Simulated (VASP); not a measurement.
Given:

```xyz
4
Lattice="2.3040 -3.9907 0.0000 2.3040 3.9907 0.0000 0.0000 0.0000 7.4979" Properties=species:S:1:pos:R:3 pbc="T T T"
Mg     2.3040    -1.3302     3.7477
Mg     2.3040     1.3302     7.4967
Te     2.3040    -1.3302     6.5694
Te     2.3040     1.3302     2.8205
```

The numbers are results of PBE GGA, VASP's PBE PAW potentials (set 64) (plane waves; VASP 6.6.1), not measurements. Settings: 520 eV cut-off, 8×8×4 Γ-centred mesh, tetrahedra with Blöchl corrections, potentials Mg Te.

Predict the energy per atom (σ→0).

```
Property                       Result
---------------------  --------------
energy per atom (σ→0)  -3.203 eV/atom
```

The absolute energy has meaning only against runs of the same code, potentials and settings.

The compound is MgTe in the wurtzite structure. It was relaxed first.
